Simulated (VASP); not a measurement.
Data:

```
CELL_PARAMETERS angstrom
      2.17766    -3.77182     0.00000
      2.17766     3.77182     0.00000
      0.00000     0.00000     7.10192
ATOMIC_POSITIONS crystal
  Cd 0.66667 0.33333 0.50002
  Cd 0.33333 0.66667 0.00002
  Se 0.66667 0.33333 0.87598
  Se 0.33333 0.66667 0.37598
```

These are PBEsol GGA, VASP's PBE PAW potentials (set 64) (plane waves; VASP 6.6.1) values and carry that method's errors. Numerical set-up: 520 eV cut-off, 7×7×4 Γ-centred mesh, Gaussian smearing of 0.050 eV, potentials Cd Se.

Task: Give the stress tensor in GPa (positive for a compressed cell).

Result: 
```
-1.43   0.00   0.00
 0.00  -1.43   0.00
 0.00   0.00  -1.42
```
The pressure is its mean diagonal, -1.43 GPa.

The compound is CdSe in the wurtzite structure. This cell is one point of a volume scan, at 1.03 of the reference volume.
